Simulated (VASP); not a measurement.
OSZICAR of a VASP run on Cr (bcc, AFM order):

**OSZICAR**
```
       N       E                     dE             d eps       ncg     rms          rms(c)
DAV:   1     0.194569530706E+03    0.19457E+03   -0.12623E+04  3624   0.152E+03
DAV:   2    -0.152195237675E+02   -0.20979E+03   -0.20812E+03  3888   0.449E+02
DAV:   3    -0.220855409360E+02   -0.68660E+01   -0.66612E+01  4528   0.909E+01
DAV:   4    -0.221794906581E+02   -0.93950E-01   -0.93370E-01  4504   0.109E+01
DAV:   5    -0.221814387154E+02   -0.19481E-02   -0.19479E-02  4776   0.124E+00    0.183E+01
RMM:   6    -0.188483283013E+02    0.33331E+01   -0.16982E+01  3604   0.479E+01    0.560E+00
RMM:   7    -0.190460125995E+02   -0.19768E+00   -0.22114E+00  3754   0.981E+00    0.358E+00
RMM:   8    -0.190611011449E+02   -0.15089E-01   -0.25978E-01  3848   0.398E+00    0.134E+00
RMM:   9    -0.190551315192E+02    0.59696E-02   -0.70682E-02  3724   0.281E+00    0.535E-01
RMM:  10    -0.190578067543E+02   -0.26752E-02   -0.23645E-02  4168   0.109E+00    0.235E-01
RMM:  11    -0.190581180326E+02   -0.31128E-03   -0.66464E-03  4161   0.630E-01    0.150E-01
RMM:  12    -0.190584360845E+02   -0.31805E-03   -0.24106E-03  4807   0.263E-01    0.154E-01
RMM:  13    -0.190575315033E+02    0.90458E-03   -0.50044E-03  5223   0.467E-01    0.380E-01
RMM:  14    -0.190586925072E+02   -0.11610E-02   -0.11830E-02  5533   0.665E-01    0.376E-02
RMM:  15    -0.190587952004E+02   -0.10269E-03   -0.80164E-04  4812   0.147E-01    0.274E-02
RMM:  16    -0.190588204091E+02   -0.25209E-04   -0.22176E-04  4576   0.718E-02    0.194E-02
RMM:  17    -0.190588305199E+02   -0.10111E-04   -0.68028E-05  4225   0.388E-02    0.166E-02
RMM:  18    -0.190588372736E+02   -0.67538E-05   -0.47183E-05  3886   0.326E-02    0.634E-03
RMM:  19    -0.190588394500E+02   -0.21764E-05   -0.16469E-05  3700   0.185E-02    0.254E-03
RMM:  20    -0.190588399731E+02   -0.52311E-06   -0.34940E-06  2915   0.952E-03
   1 F= -.19058840E+02 E0= -.19058971E+02  d E =0.392815E-03  mag=     0.0000
```

Problem. Which electronic solver shows in the log?

Solution. It is blocked Davidson (ALGO = Normal, or the opening steps of other solvers) and then RMM-DIIS (ALGO = Fast or VeryFast). The INCAR had ALGO = Fast.

Problem. How was spin treated?

Solution. Collinear spin (ISPIN = 2): the summary line carries one mag value, 0.00 μB in the cell.

Problem. Can the final energy be trusted as converged?

Solution. Self-consistency was reached. It stopped with EDIFF = 1E-6, NELM = 100 (PBE GGA, plane waves, VASP's PBE PAW potentials (set 64)).

The compound is Cr in the bcc, AFM order structure. The cell was not relaxed at this level. The run is one of a series of settings (ALGO = Fast against the base run), some of them coarse on purpose.
